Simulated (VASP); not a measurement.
A run of VASP 6.6.1 is set up as follows.

The input INCAR:

```
PREC = Accurate
ENCUT = 520
EDIFF = 1E-7
ISMEAR = -1
SIGMA = 0.1
LREAL = False
LASPH = True
NELM = 60
ALGO = Fast
ISIF = 2
LWAVE = False
LCHARG = True
GGA = PE
LELF = True
LVHAR = True
NBANDS = 15
```

KPOINTS

```
Automatic mesh
0
Gamma
  9 9 9
```

POSCAR

```
RbRe
1.0
    0.0000000000      3.1404900000      3.1404900000
    3.1404900000      0.0000000000      3.1404900000
    3.1404900000      3.1404900000      0.0000000000
Rb Re
1 1
Direct
    0.0000000000      0.0000000000      0.0000000000
    0.5000000000      0.5000000000      0.5000000000
```

Potentials or basis: VASP PAW PBE potentials, release 64 (Rb_sv, Re).

Run with:

```console
$ cat potpaw_PBE.64/Rb_sv/POTCAR potpaw_PBE.64/Re/POTCAR > POTCAR
$ mpirun -np 1 vasp_std > vasp.out
```

(1) Estimate the band gap on the k mesh.

(2) What does it give for the pressure?

Results:

(1) none (metal or under the smearing width).

(2) 2.8 GPa.
